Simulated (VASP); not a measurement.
Input:

```
GaTlSe2
1.0
   -4.06024     4.06024     3.22565
    4.06024    -4.06024     3.22565
    4.06024     4.06024    -3.22565
Tl Ga Se
2 2 4
Cartesian
  0.00000   0.00000   4.83848
  0.00000   0.00000   1.61283
  0.00000   4.06024   1.61283
  4.06024   0.00000   1.61283
  1.29305   2.76719   0.00000
  2.76719   1.29305   3.22565
  5.35329   1.29305   0.00000
 -1.29305   2.76719   3.22565
```

All values below come from r2SCAN meta-GGA, VASP's PBE PAW potentials (set 64) (plane waves; VASP). Run with 400 eV cut-off, 5×5×5 Γ-centred mesh, tetrahedra with Blöchl corrections, potentials Tl_d Ga_d Se.

Unless said otherwise, spin-orbit coupling is left out, though it shifts the bands of the heavy elements here.

Task: Give the energies of bands 30 to 43 at the high-symmetry points, in eV from the valence-band maximum.

Result: 
```csv
band,Γ,X,M,Z,P,N
30,-3.45,-3.02,-2.34,-3.00,-2.77,-3.23
31,-3.40,-2.55,-2.34,-2.48,-2.72,-2.58
32,-3.14,-2.24,-2.12,-1.82,-2.72,-2.58
33,-3.14,-1.85,-2.12,-1.58,-1.84,-1.59
34,-2.41,-1.67,-1.91,-1.58,-1.84,-1.59
35,-1.05,-1.55,-1.62,-1.42,-1.30,-1.06
36,-0.98,-0.87,-1.62,-1.42,-1.30,-1.06
37,-0.88,-0.77,-0.61,-0.65,-0.83,-0.87
38,-0.88,-0.67,0.00,0.00,-0.83,-0.87
39,2.99,1.55,0.84,1.32,2.49,2.63
40,3.21,2.36,2.99,3.03,2.49,2.63
41,3.83,2.47,3.73,3.03,4.51,4.05
42,3.83,3.67,3.73,3.29,4.51,4.05
43,3.93,3.91,4.22,3.40,4.76,4.27
```

The gap is direct, 0.84 eV, from the valence maximum at M to the conduction minimum at M.

The structure comes from a computed database's TlGaSe2 entry (I4/mcm); how it stands against other phases isn't given here. It was relaxed first.
